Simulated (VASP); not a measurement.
A convergence study with VASP on PbO (litharge): one setting is varied, all else stays as given below, so the limit is that of these other settings.

```yaml
crystal:
  lattice:
    - [3.98000, 0.00000, 0.00000]
    - [0.00000, 3.98000, 0.00000]
    - [0.00000, 0.00000, 5.02000]
  atoms:
    - { symbol: Pb, position: [0.50000, 0.00000, 0.76500] }
    - { symbol: Pb, position: [0.00000, 0.50000, 0.23500] }
    - { symbol: O, position: [0.50000, 0.50000, 0.00000] }
    - { symbol: O, position: [0.00000, 0.00000, 0.00000] }
```

Computed with PBE GGA, VASP's PBE PAW potentials (set 64) (plane waves; VASP 6.6.1). The tightest run used: 700 eV cut-off, 13×13×11 Γ-centred mesh, Gaussian smearing of 0.050 eV, potentials Pb_d O.

```tsv
setting	E (eV/atom)	pressure (GPa)	largest force (eV/Å)	irreducible k-points
1×1×1 mesh	-4.4750	12.97	1.476	1
2×2×2 mesh	-5.3598	4.32	0.394	6
3×3×2 mesh	-5.3574	4.65	0.508	6
```

Q: These are the cheaper rows. Estimate the results at 13×13×11 mesh, and how far the last row shown lies from them.

A: 
```
quantity              tightest run  last row shown is off by
--------------------  ------------  ------------------------
E (eV/atom)                -5.3568                   -0.0006
pressure (GPa)                4.67                     -0.02
largest force (eV/Å)         0.470                     0.039
```

Left out are rungs that failed or repeat a setting and relaxations that didn't move; long series are thinned to 24 rows.

The compound is PbO in the litharge structure. The cell was not relaxed at this level, forces remain on its atoms.
